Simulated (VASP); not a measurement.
VASP ran on this input.

**KPOINTS**
```
Automatic mesh
0
Gamma
8 8 8
0 0 0
```

INCAR:
```
! general
SYSTEM   =  CaSe
PREC     =  Accurate
ENCUT    =  520
LREAL    =  .FALSE.
LASPH    =  .TRUE.

! electronic loop
EDIFF    =  1E-7
NELM     =  100
ALGO     =  Normal
LMAXMIX  =  4

! smearing
ISMEAR   =  0
SIGMA    =  0.05

! functional
GGA      =  RE

! ions
ISIF     =  2

! output
LWAVE    =  .FALSE.
LCHARG   =  .FALSE.
```

**POSCAR**
```
CaSe
1
    0.0000000000     3.0719050108     3.0719050108
    3.0719050108     0.0000000000     3.0719050108
    3.0719050108     3.0719050108     0.0000000000
Ca Se
1 1
Direct
  0.0000000000   0.0000000000   0.0000000000
  0.5000000000   0.5000000000   0.5000000000
```

POTCAR, in this order: Ca_sv Se (PBE.64 set). Program: vasp_std.

Write an equivalent input for Quantum ESPRESSO's pw.x.

One equivalent input (not run):
```
&CONTROL
  calculation = 'scf'
  pseudo_dir = './pseudo'
  outdir = './out'
  tprnfor = .true.
  tstress = .true.
/
&SYSTEM
  ibrav = 0
  nat = 2
  ntyp = 2
  ecutwfc = 86
  occupations = 'smearing'
  smearing = 'gaussian'
  degauss = 0.003675
  input_dft = 'revpbe'
/
&ELECTRONS
  conv_thr = 7.3e-09
  electron_maxstep = 100
/
ATOMIC_SPECIES
  Ca 40.078 Ca.upf
  Se 78.971 Se.upf
CELL_PARAMETERS angstrom
     0.0000000    3.0719050    3.0719050
     3.0719050    0.0000000    3.0719050
     3.0719050    3.0719050    0.0000000
ATOMIC_POSITIONS crystal
  Ca   0.0000000  0.0000000  0.0000000
  Se   0.5000000  0.5000000  0.5000000
K_POINTS automatic
  8 8 8 0 0 0
```
Limits of the translation: the potentials are each code's own (VASP's PAW set, PseudoDojo norm-conserving files in pw.x), so ENCUT and ecutwfc are chosen apart and not converted; conv_thr bounds pw.x's estimated SCF error, while EDIFF bounds the energy change between steps.

The compound is CaSe in the rock salt structure. This cell is one point of a volume scan, at 1.06 of the reference volume.
